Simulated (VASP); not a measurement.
# AgCl: a GW gap and what it depends on, part 2 of 3

Aim: test the GW correction to the gap of AgCl. The starting structure is a computed structure from the Materials Project. Cell and atoms stay as given.

VASP 6.6.1.

Results so far: G0W0 (response cutoff 100 eV, 4×4×4 mesh) 2.20 eV; G0W0 (response cutoff 160 eV, 4×4×4 mesh) 2.32 eV.

### 4. G0W0 (response cutoff 240 eV, 4×4×4 mesh)

Level of this step: G0W0 on LDA; plane waves and PAW (Ag_GW, Cl_GW) (VASP).

It reads the orbitals and their derivatives (WAVECAR and WAVEDER) of a run with the empty bands, which follows a ground-state run; neither is shown.

INCAR reads:

```
SYSTEM = AgCl
PREC = Accurate
ENCUT = 300
ISMEAR = 0
SIGMA = 0.01
LREAL = .FALSE.
GGA = CA
NBANDS = 360
ALGO = EVGW0
NELMGW = 1
ENCUTGW = 240
NOMEGA = 40
PRECFOCK = Fast
NBANDSGW = 20
LWAVE = .FALSE.
LCHARG = .FALSE.
```

POSCAR reads:

```
AgCl
1.0
    0.0000000000      2.7726629968      2.7726629968
    2.7726629968      0.0000000000      2.7726629968
    2.7726629968      2.7726629968      0.0000000000
Ag Cl
1 1
Direct
    0.0000000000      0.0000000000      0.0000000000
    0.5000000000      0.5000000000      0.5000000000
```

KPOINTS reads:

```
Automatic mesh
0
Gamma
4 4 4
0 0 0
```

The projector-augmented-wave data sets are Ag_GW and Cl_GW (LDA family, release 64).

Started as:

```sh
$ mpirun -np 4 vasp_std
```

What it wrote:

```text
[banner, memory and clock lines left out]
running    4 mpi-ranks, on    1 nodes
[...]
|                                                                             |
|           W    W    AA    RRRRR   N    N  II  N    N   GGGG   !!!           |
|           W    W   A  A   R    R  NN   N  II  NN   N  G    G  !!!           |
|           W    W  A    A  R    R  N N  N  II  N N  N  G       !!!           |
|           W WW W  AAAAAA  RRRRR   N  N N  II  N  N N  G  GGG   !            |
|           WW  WW  A    A  R   R   N   NN  II  N   NN  G    G                |
|           W    W  A    A  R    R  N    N  II  N    N   GGGG   !!!           |
|                                                                             |
|     The default for ENCUTGWSOFT is different in this version of VASP.       |
|     please manually set ENCUTGWSOFT =240 in the INCAR file.                 |
|                                                                             |

 LDA part: xc-table for (Slater(with rela. corr.)+CA(PZ))
[...]
total number of BLAS operations       2373.72 Gflops
NQ=   4    0.2500    0.2500    0.0000,
|.........|.........|.........|.........|.........|.........|.........|.........
 performed       3271000 updates of chi_q(r,r)
 total number of BLAS operations       3297.38 Gflops
NQ=   5    0.5000    0.2500    0.0000,
|.........|.........|.........|.........|.........|.........|.........|.........
 performed       4539000 updates of chi_q(r,r)
 total number of BLAS operations       4627.06 Gflops
NQ=   6   -0.2500    0.2500    0.0000,
|.........|.........|.........|.........|.........|.........|.........|.........
 performed       5663000 updates of chi_q(r,r)
 total number of BLAS operations       5812.30 Gflops
NQ=   7    0.5000    0.5000    0.0000,
|.........|.........|.........|.........|.........|.........|.........|.........
 performed       6384000 updates of chi_q(r,r)
 total number of BLAS operations       6559.99 Gflops
NQ=   8   -0.2500    0.5000    0.2500,
|.........|.........|.........|.........|.........|.........|.........|.........
 performed       7335000 updates of chi_q(r,r)
 total number of BLAS operations       7546.56 Gflops
 resolving degeneracies of screened two electron integrals

 calculate QP shifts <psi_nk| G(iteration)W_0 |psi_nk>: iteration 1
 entering main loop
[key lines of the parts left out:]
E-fermi :   3.7643
```

Wall time 2.5 min (4 MPI ranks of Intel Xeon Platinum 8375C at 2.90GHz (Ice Lake), shared host); peak memory 1.2 GiB.

OUTCAR, selected parts (step 4):

```text
 QP shifts <psi_nk| G(iteration)W_0 |psi_nk>: iteration 1
 for sc-GW calculations column KS-energies equals QP-energies in previous step
 and V_xc(KS)=  KS-energies - (<T + V_ion + V_H > + <T+V_H+V_ion>^1  + <V_x>^1)
 k-point   1 :       0.0000    0.0000    0.0000
  band No.  KS-energies  QP-energies   sigma(KS)   V_xc(KS)     V^pw_x(r,r')   Z            occupation Imag(sigma)
    ...
      6       0.9628      -0.6918     -16.9821     -14.6422     -21.3492       0.7071       2.0000       0.1653
      7       1.1432       0.1498     -15.9664     -14.6049     -18.5595       0.7296       2.0000      -0.1398
      8       1.1432       0.1498     -15.9664     -14.6049     -18.5595       0.7296       2.0000      -0.1398
      9       1.1432       0.1498     -15.9664     -14.6049     -18.5595       0.7296       2.0000      -0.1398
     10       4.0751       4.4493     -10.0652     -10.5319      -5.8251       0.8019       0.0000      -0.2318
     11      14.0461      14.7007     -10.1554     -10.9984      -5.2987       0.7765       0.0000      -0.2938
     12      14.0461      14.7007     -10.1554     -10.9984      -5.2987       0.7765       0.0000      -0.2938
     13      14.0461      14.7007     -10.1554     -10.9984      -5.2987       0.7765       0.0000      -0.2938
    ...

[... 1 part as in an earlier step ...]

[... 2 further parts left out ...]
[key lines of the parts left out:]
E-fermi :   3.7643
```

G0W0 (response cutoff 240 eV, 4×4×4 mesh): the quasiparticle gap on this mesh is 2.329 eV, +1.707 eV from the LDA gap on the same points, with 360 bands.

### 5. GW0 with iterated eigenvalues (response cutoff 160 eV, 4×4×4 mesh)

It reads the orbitals and their derivatives (WAVECAR and WAVEDER) of a run with the empty bands, which follows a ground-state run; neither is shown.

Edit INCAR of step 4 so:

```diff
@@ -7,6 +7,6 @@
 GGA = CA
-NBANDS = 360
+NBANDS = 196
 ALGO = EVGW0
-NELMGW = 1
-ENCUTGW = 240
+NELMGW = 4
+ENCUTGW = 160
 NOMEGA = 40
```

POSCAR is that of step 4.

KPOINTS is that of step 4.

Started as:

```sh
$ mpirun -np 4 vasp_std
```

What it wrote:

```text
[banner, memory and clock lines left out]
running    4 mpi-ranks, on    1 nodes
[...]
[... a notice as in an earlier step ...]

 LDA part: xc-table for (Slater(with rela. corr.)+CA(PZ))
 , standard interpolation
 found WAVECAR, reading the header
 POSCAR, INCAR and KPOINTS ok, starting setup
[...]
reading WAVECAR
 the WAVECAR file was read successfully
 initial charge from wavefunction
 available memory per node:    135.43 GB, setting MAXMEM to    138684

 The Fermi energy was updated, please check that it is located mid-gap
 values below the HOMO (VB) or above the LUMO (CB) will cause erroneous energies
 E-fermi :   3.7643

 calculate exact exchange contribution
 the WAVEDER file was read successfully
 [... a notice as in an earlier step ...]

energies w=
    0.000    0.000    0.352    0.000    0.701    0.000    1.047    0.000
    1.387    0.000    1.720    0.000    2.046    0.000    2.364    0.000
    2.676    0.000    2.981    0.000    3.281    0.000    3.576    0.000
[...]
total number of BLAS operations        348.56 Gflops
NQ=   4    0.2500    0.2500    0.0000,
|.........|.........|.........|.........|.........|.........|.........|.........
 performed       1762000 updates of chi_q(r,r)
 total number of BLAS operations        513.57 Gflops
NQ=   5    0.5000    0.2500    0.0000,
|.........|.........|.........|.........|.........|.........|.........|.........
 performed       2447000 updates of chi_q(r,r)
 total number of BLAS operations        726.50 Gflops
NQ=   6   -0.2500    0.2500    0.0000,
|.........|.........|.........|.........|.........|.........|.........|.........
 performed       3054000 updates of chi_q(r,r)
 total number of BLAS operations        913.18 Gflops
NQ=   7    0.5000    0.5000    0.0000,
|.........|.........|.........|.........|.........|.........|.........|.........
 performed       3441000 updates of chi_q(r,r)
 total number of BLAS operations       1025.21 Gflops
NQ=   8   -0.2500    0.5000    0.2500,
|.........|.........|.........|.........|.........|.........|.........|.........
 performed       3954000 updates of chi_q(r,r)
 total number of BLAS operations       1189.48 Gflops
 resolving degeneracies of screened two electron integrals

 calculate QP shifts <psi_nk| G(iteration)W_0 |psi_nk>: iteration 4
 entering main loop
```

Elapsed: 3.7 min, on 4 MPI ranks; peak memory 0.75 GiB; 15 min of CPU time.

Parts of OUTCAR (step 5):

```text
 QP shifts <psi_nk| G(iteration)W_0 |psi_nk>: iteration 2
 k-point   1 :       0.0000    0.0000    0.0000
  band No. old QP-enery  QP-energies   sigma(KS)   T+V_ion+V_H  V^pw_x(r,r')   Z            occupation Imag(sigma)
    ...
      6      -0.6869      -1.0689     -16.8358      15.6050     -21.3492       0.7024       2.0000       0.1919
      7       0.3118       0.0864     -15.7418      15.7482     -18.5595       0.7378       2.0000       0.0170
      8       0.3118       0.0864     -15.7418      15.7482     -18.5595       0.7378       2.0000       0.0170
      9       0.3118       0.0864     -15.7418      15.7482     -18.5595       0.7378       2.0000       0.0170
     10       4.5341       4.5888     -10.0048      14.6069      -5.8251       0.8036       0.0000      -0.1570
     11      14.7606      14.8846     -10.1242      25.0445      -5.2987       0.7760       0.0000      -0.2249
     12      14.7606      14.8846     -10.1242      25.0445      -5.2987       0.7760       0.0000      -0.2249
     13      14.7606      14.8846     -10.1242      25.0445      -5.2987       0.7760       0.0000      -0.2249
    ...

 QP shifts <psi_nk| G(iteration)W_0 |psi_nk>: iteration 3
 k-point   1 :       0.0000    0.0000    0.0000
  band No. old QP-enery  QP-energies   sigma(KS)   T+V_ion+V_H  V^pw_x(r,r')   Z            occupation Imag(sigma)
    ...
      6      -1.0689      -1.1619     -16.8065      15.6050     -21.3492       0.7015       2.0000       0.1947
      7       0.0864       0.0282     -15.7407      15.7482     -18.5595       0.7379       2.0000       0.0126
      8       0.0864       0.0282     -15.7407      15.7482     -18.5595       0.7379       2.0000       0.0126
      9       0.0864       0.0282     -15.7407      15.7482     -18.5595       0.7379       2.0000       0.0126
     10       4.5888       4.5943     -10.0113      14.6069      -5.8251       0.8049       0.0000      -0.1558
     11      14.8846      14.9058     -10.1327      25.0445      -5.2987       0.7787       0.0000      -0.2270
     12      14.8846      14.9058     -10.1327      25.0445      -5.2987       0.7787       0.0000      -0.2270
     13      14.8846      14.9058     -10.1327      25.0445      -5.2987       0.7787       0.0000      -0.2270
    ...

 QP shifts <psi_nk| G(iteration)W_0 |psi_nk>: iteration 4
 k-point   1 :       0.0000    0.0000    0.0000
  band No. old QP-enery  QP-energies   sigma(KS)   T+V_ion+V_H  V^pw_x(r,r')   Z            occupation Imag(sigma)
    ...
      6      -1.1619      -1.1847     -16.7994      15.6050     -21.3492       0.7007       2.0000       0.1955
      7       0.0282       0.0129     -15.7407      15.7482     -18.5595       0.7391       2.0000       0.0115
      8       0.0282       0.0129     -15.7407      15.7482     -18.5595       0.7391       2.0000       0.0115
      9       0.0282       0.0129     -15.7407      15.7482     -18.5595       0.7391       2.0000       0.0115
     10       4.5943       4.5942     -10.0128      14.6069      -5.8251       0.8052       0.0000      -0.1556
     11      14.9058      14.9095     -10.1340      25.0445      -5.2987       0.7799       0.0000      -0.2275
     12      14.9058      14.9095     -10.1340      25.0445      -5.2987       0.7799       0.0000      -0.2275
     13      14.9058      14.9095     -10.1340      25.0445      -5.2987       0.7799       0.0000      -0.2275
    ...

[... 3 parts as in an earlier step ...]

[... 1 further part left out ...]
[key lines of the parts left out:]
E-fermi :   3.7643
```

GW0 with iterated eigenvalues (response cutoff 160 eV, 4×4×4 mesh): the quasiparticle gap on this mesh is 2.722 eV, +2.100 eV from the LDA gap on the same points, with 196 bands.

### 6. G0W0 (response cutoff 100 eV, 5×5×5 mesh)

It reads the orbitals and their derivatives (WAVECAR and WAVEDER) of a run with the empty bands, which follows a ground-state run; neither is shown.

Edit INCAR of step 5 so:

```diff
@@ -7,6 +7,6 @@
 GGA = CA
-NBANDS = 196
+NBANDS = 100
 ALGO = EVGW0
-NELMGW = 4
-ENCUTGW = 160
+NELMGW = 1
+ENCUTGW = 100
 NOMEGA = 40
```

POSCAR is that of step 5.

KPOINTS reads:

```
Automatic mesh
0
Gamma
5 5 5
0 0 0
```

Started as:

```sh
$ mpirun -np 4 vasp_std
```

What it wrote:

```text
[banner, memory and clock lines left out]
running    4 mpi-ranks, on    1 nodes
[...]
[... a notice as in an earlier step ...]

 LDA part: xc-table for (Slater(with rela. corr.)+CA(PZ))
 , standard interpolation
 found WAVECAR, reading the header
 POSCAR, INCAR and KPOINTS ok, starting setup
[...]
reading WAVECAR
 the WAVECAR file was read successfully
 initial charge from wavefunction
 available memory per node:    139.11 GB, setting MAXMEM to    142444

 The Fermi energy was updated, please check that it is located mid-gap
 values below the HOMO (VB) or above the LUMO (CB) will cause erroneous energies
 E-fermi :   3.6855

 calculate exact exchange contribution
 the WAVEDER file was read successfully
 [... a notice as in an earlier step ...]

energies w=
    0.000    0.000    0.370    0.000    0.737    0.000    1.100    0.000
    1.457    0.000    1.807    0.000    2.149    0.000    2.484    0.000
    2.811    0.000    3.131    0.000    3.446    0.000    3.757    0.000
[...]
total number of BLAS operations        174.82 Gflops
NQ=   6   -0.4000    0.2000    0.0000,
|.........|.........|.........|.........|.........|.........|.........|.........
 performed       2940000 updates of chi_q(r,r)
 total number of BLAS operations        224.26 Gflops
NQ=   7   -0.2000    0.2000    0.0000,
|.........|.........|.........|.........|.........|.........|.........|.........
 performed       3484000 updates of chi_q(r,r)
 total number of BLAS operations        263.59 Gflops
NQ=   8    0.4000    0.4000    0.0000,
|.........|.........|.........|.........|.........|.........|.........|.........
 performed       3908000 updates of chi_q(r,r)
 total number of BLAS operations        292.35 Gflops
NQ=   9   -0.4000    0.4000    0.0000,
|.........|.........|.........|.........|.........|.........|.........|.........
 performed       4452000 updates of chi_q(r,r)
 total number of BLAS operations        336.80 Gflops
NQ=  10   -0.4000    0.4000    0.2000,
|.........|.........|.........|.........|.........|.........|.........|.........
 performed       5116000 updates of chi_q(r,r)
 total number of BLAS operations        386.84 Gflops
 resolving degeneracies of screened two electron integrals

 calculate QP shifts <psi_nk| G(iteration)W_0 |psi_nk>: iteration 1
 entering main loop
```

Run time: 77 s. Hardware: 4 MPI ranks; peak memory 0.71 GiB; 5 min of CPU time.

OUTCAR, selected parts (step 6):

```text
 QP shifts <psi_nk| G(iteration)W_0 |psi_nk>: iteration 1
 for sc-GW calculations column KS-energies equals QP-energies in previous step
 and V_xc(KS)=  KS-energies - (<T + V_ion + V_H > + <T+V_H+V_ion>^1  + <V_x>^1)
 k-point   1 :       0.0000    0.0000    0.0000
  band No.  KS-energies  QP-energies   sigma(KS)   V_xc(KS)     V^pw_x(r,r')   Z            occupation Imag(sigma)
    ...
      6       0.9604      -0.4136     -16.5783     -14.6423     -21.3329       0.7098       2.0000       0.3109
      7       1.1332       0.5213     -15.4385     -14.6053     -18.5097       0.7343       2.0000       0.2296
      8       1.1332       0.5213     -15.4385     -14.6053     -18.5097       0.7343       2.0000       0.2296
      9       1.1332       0.5213     -15.4385     -14.6053     -18.5097       0.7343       2.0000       0.2296
     10       4.0728       4.6997      -9.7544     -10.5325      -5.9448       0.8057       0.0000      -0.0471
     11      14.0426      14.9312      -9.8600     -11.0006      -5.3079       0.7790       0.0000      -0.1598
     12      14.0426      14.9312      -9.8600     -11.0006      -5.3079       0.7790       0.0000      -0.1598
     13      14.0426      14.9312      -9.8600     -11.0006      -5.3079       0.7790       0.0000      -0.1598
    ...

[... 1 part as in an earlier step ...]

[... 2 further parts left out ...]
[key lines of the parts left out:]
E-fermi :   3.6855
```

G0W0 (response cutoff 100 eV, 5×5×5 mesh): the quasiparticle gap on this mesh is 2.337 eV, +1.562 eV from the LDA gap on the same points, with 100 bands.

[end of part 2 of 3]

[Lines on the potential files, build, host, timing and source positions are cut from VASP's logs without a mark.]

[Logs are printed without paths, hosts, clocks, repeated set-up lines and the standing remarks that a program may print on its own settings, such as how far it seeks lower states.]

[Hosts, paths, dates, database ids (printed as entryN), source tags and the programs' standing remarks are cut or masked in the printed files.]
